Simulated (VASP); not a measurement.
Crystal: BeZn2Se3.

```
Be Zn Se
1.0
    -1.92500    1.92500    8.17500
     1.92500   -1.92500    8.17500
     1.92500    1.92500   -8.17500
Be Zn Se
1 2 3
Direct
  0.00000 0.00000 0.00000
  0.33333 0.33333 0.00000
  0.66667 0.66667 0.00000
  0.75000 0.25000 0.50000
  0.41667 0.91667 0.50000
  0.08333 0.58333 0.50000
```

The cell was built by a generator and needn't be a form met in nature.

| Quantity | Value |
| --- | --- |
| Program | VASP 6.6.1 |
| Task | relaxation of cell and atoms |
| Functional | PBE |
| Potentials or basis | VASP PAW PBE potentials, release 64 (Be, Zn, Se) |
| Cutoff | 520 eV |
| k mesh | 5 × 5 × 5 |
| Occupations | gaussian, width 0.15 eV |
| Spin | no spin polarisation |

At the start: pressure 6.0 GPa; volume 20.20 Å³/atom.

Task: Where does the relaxation end?

Result: Over 8 steps the energy falls by 77.1 meV/atom and the volume is 21.40 Å³/atom (+6.0 %); space group I-4m2 (No. 119, to 0.05 Å).

Step by step:
```csv
step,energy change (eV),largest force (eV/Å),pressure (GPa),volume (Å³)
1,0.0000,1.8237,6.01,121.17
2,-0.3163,0.5756,-1.86,134.94
3,-0.3234,0.6957,-1.42,133.26
4,-0.3993,0.3951,-1.14,131.27
5,-0.4380,0.4117,0.77,127.09
6,-0.4453,0.4105,0.16,128.29
7,-0.4610,0.1184,0.29,128.37
8,-0.4629,0.0162,-0.08,128.40
```

Final structure:
```xyz
6
Lattice="-1.9576 1.9576 8.3764 1.9576 -1.9576 8.3764 1.9576 1.9576 -8.3764" Properties=species:S:1:pos:R:3 pbc="T T T"
Be    0.0000    0.0000    0.0000
Zn    0.0000    0.0000    5.6716
Zn    0.0000    0.0000   11.0813
Se    0.0000    1.9576    4.1882
Se    1.9576    0.0000    7.1707
Se    1.9576    0.0000    1.2057
```

Caveat: the k mesh is coarse (spacing up to 0.46 Å⁻¹), so the values aren't converged.
